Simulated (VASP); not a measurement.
Input:

```yaml
crystal:
  lattice:
    - [3.85189, 0.00000, 0.00000]
    - [-1.92595, 3.33584, 0.00000]
    - [0.00000, 0.00000, 5.19880]
  atoms:
    - { symbol: Co, position: [0.00000, 0.00000, 0.00000] }
    - { symbol: Co, position: [0.00000, 0.00000, 0.50000] }
    - { symbol: Te, position: [0.33333, 0.66667, 0.25000] }
    - { symbol: Te, position: [0.66667, 0.33333, 0.75000] }
```

Computed with PBEsol GGA, VASP's PBE PAW potentials (set 64) (plane waves; VASP). Run with 400 eV cut-off, 10×10×7 Γ-centred mesh, tetrahedra with Blöchl corrections, potentials Co Te.

Unless said otherwise, spin-orbit coupling is left out, though it shifts the bands of the heavy elements here.

Problem. Predict the energy per atom (σ→0), band gap (on the k-mesh) with the smallest direct gap where there is one.

Solution. 
```
Item                                                         Value
------------------------  ----------------------------------------
band gap (on the k-mesh)  none (metal, semimetal or under 0.01 eV)
energy per atom (σ→0)                               -5.761 eV/atom
```

Only differences to runs with the same potentials and settings are physical.

The structure was generated: CoTe was put into the NiAs type type (P6_3/mmc), which need not be its known phase. It was relaxed first, which changed the volume by -25 %. The run is not spin-polarised, so no magnetic state was tried.
